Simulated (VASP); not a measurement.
Data:

```yaml
crystal:
  lattice:
    - [3.84152, 0.00000, 0.00000]
    - [0.00000, 3.84152, 0.00000]
    - [0.00000, 0.00000, 3.84152]
  atoms:
    - { symbol: Ce, position: [0.00000, 0.00000, 0.00000] }
    - { symbol: Hg, position: [0.50000, 0.50000, 0.50000] }
```

Method: PBE GGA, VASP's PBE PAW potentials (set 64) (plane waves; VASP). Numerical set-up: 400 eV cut-off, KSPACING 0.4 per Å, first-order Methfessel-Paxton smearing of 0.10 eV, potentials Ce Hg.

The run has a spin-polarised start.

**Question.** Give the stress tensor in GPa (positive for a compressed cell).

**Answer.** 
```
-1.33   0.00   0.00
 0.00  -1.33   0.00
 0.00   0.00  -1.33
```
The pressure is its mean diagonal, -1.33 GPa.

The structure comes from a computed database's CeHg entry (Pm-3m); how it stands against other phases isn't given here. The cell was not relaxed at this level. The run is one of a series of settings (KGAMMA = .TRUE., KSPACING = 0.4, KPOINTS file removed against the base run), some of them coarse on purpose.
